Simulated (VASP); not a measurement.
Write the native input for VASP 6.6.1 that does the following.

```
Task                   : single point
Functional             : PBEsol
Potentials or basis    : VASP PAW PBE potentials, release 64 (Fe, C)
Cutoff                 : 450 eV
k mesh                 : 3 × 4 × 4
Occupations            : gaussian, width 0.03 eV
Spin                   : collinear spin, zero start
Starting moments       : [0.0, 0.0, 0.0, 0.0, 0.0, 0.0, 0.0, 0.0, 0.0, 0.0, 0.0, 0.0, 0.0, 0.0, 0.0, 0.0, 0.0, 0.0, 0.0, 0.0, 0.0, 0.0, 0.0, 0.0] μB
Fixed moment           : 0 μB
Hubbard terms          : Fe d U = 4 eV
Dq                     : 0
Further INCAR settings : LREAL = Auto; ALGO = Normal; EDIFF = 1e-05; NBANDS = 72
```

The structure of FeC23 (a cell with a defect) lies in POSCAR:

```
FeC23
1.0
    0.0000000000      5.3503200000      5.3503200000
    3.5668800000      0.0000000000      3.5668800000
    3.5668800000      3.5668800000      0.0000000000
Fe C
1 23
Direct
    0.0000000000      0.0000000000      0.0000000000
    0.0000000000      0.0000000000      0.5000000000
    0.0000000000      0.5000000000      0.0000000000
    0.0000000000      0.5000000000      0.5000000000
    0.3333330000      0.0000000000      0.0000000000
    0.3333330000      0.0000000000      0.5000000000
    0.3333330000      0.5000000000      0.0000000000
    0.3333330000      0.5000000000      0.5000000000
    0.6666670000      0.0000000000      0.0000000000
    0.6666670000      0.0000000000      0.5000000000
    0.6666670000      0.5000000000      0.0000000000
    0.6666670000      0.5000000000      0.5000000000
    0.0833333333      0.1250000000      0.1250000000
    0.0833333333      0.1250000000      0.6250000000
    0.0833333333      0.6250000000      0.1250000000
    0.0833333333      0.6250000000      0.6250000000
    0.4166663333      0.1250000000      0.1250000000
    0.4166663333      0.1250000000      0.6250000000
    0.4166663333      0.6250000000      0.1250000000
    0.4166663333      0.6250000000      0.6250000000
    0.7500003333      0.1250000000      0.1250000000
    0.7500003333      0.1250000000      0.6250000000
    0.7500003333      0.6250000000      0.1250000000
    0.7500003333      0.6250000000      0.6250000000
```

The input as run:

INCAR

```
PREC = Accurate
ENCUT = 450
EDIFF = 1E-5
ISMEAR = 0
SIGMA = 0.03
LREAL = Auto
LASPH = T
NELM = 120
ALGO = Normal
ISIF = 2
LWAVE = F
LCHARG = F
ISPIN = 2
MAGMOM = 0 0 0 0 0 0 0 0 0 0 0 0 0 0 0 0 0 0 0 0 0 0 0 0
LORBIT = 11
NUPDOWN = 0
LMAXMIX = 4
LDAU = T
LDAUTYPE = 2
LDAUL = 2 -1
LDAUU = 4 0
LDAUJ = 0 0
LDAUPRINT = 1
GGA = PS
NBANDS = 72
KPAR = 4
```

KPOINTS

```
Automatic mesh
0
Gamma
  3 4 4
```

Potentials or basis: VASP PAW PBE potentials, release 64 (Fe, C).

The run is started by

```sh
$ cat potpaw_PBE.64/Fe/POTCAR potpaw_PBE.64/C/POTCAR > POTCAR
$ mpirun -np 4 vasp_std > vasp.out
```

It gave:

* Largest force: 10.123 eV/Å
* Net moment: 0.00 μB per cell
* Valence electrons inside the program's atomic spheres: Fe 10.46; C 2.57, 2.66, 2.56, 2.67

Caveat: the k mesh is coarse (spacing up to 0.38 Å⁻¹), so the values aren't converged; the PAW data sets were made with another functional, which shifts forces and pressure a little; the total moment is fixed, so each spin has its own Fermi level; the U is typed as a test and isn't derived for this compound.

Wall time 3.3 min on 4 MPI ranks on Intel(R) Xeon(R) Platinum 8559C (Emerald Rapids), on a shared host, peak memory 0.41 GiB a rank.
